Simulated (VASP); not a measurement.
Input:

```yaml
crystal:
  lattice:
    - [1.56001, -2.70202, 0.00000]
    - [1.56001, 2.70202, 0.00000]
    - [0.00000, 0.00000, 4.99454]
  atoms:
    - { symbol: Al, position: [0.66667, 0.33333, 0.50002] }
    - { symbol: Al, position: [0.33333, 0.66667, 0.00002] }
    - { symbol: N, position: [0.66667, 0.33333, 0.88198] }
    - { symbol: N, position: [0.33333, 0.66667, 0.38198] }
```

All values below come from vdW-DF-cx, VASP's PBE PAW potentials (set 64) (plane waves; VASP). Numerical set-up: 520 eV cut-off, 9×9×5 Γ-centred mesh, tetrahedra with Blöchl corrections, potentials Al N.

The cores are frozen, which limits the accuracy of field gradients.

### Question
Give the principal components of the electric field gradient (V/Å²) and the asymmetry η at each nucleus.

### Answer

| atom | Vxx | Vyy | Vzz | η |
|---|---|---|---|---|
| Al1 | -2.5 | -2.5 | 5.0 | 0.00 |
| Al2 | -2.5 | -2.5 | 5.0 | 0.00 |
| N3 | 0.0 | 0.0 | 0.1 | - |
| N4 | 0.0 | 0.0 | 0.1 | - |

The compound is AlN in the wurtzite structure. It was relaxed first.
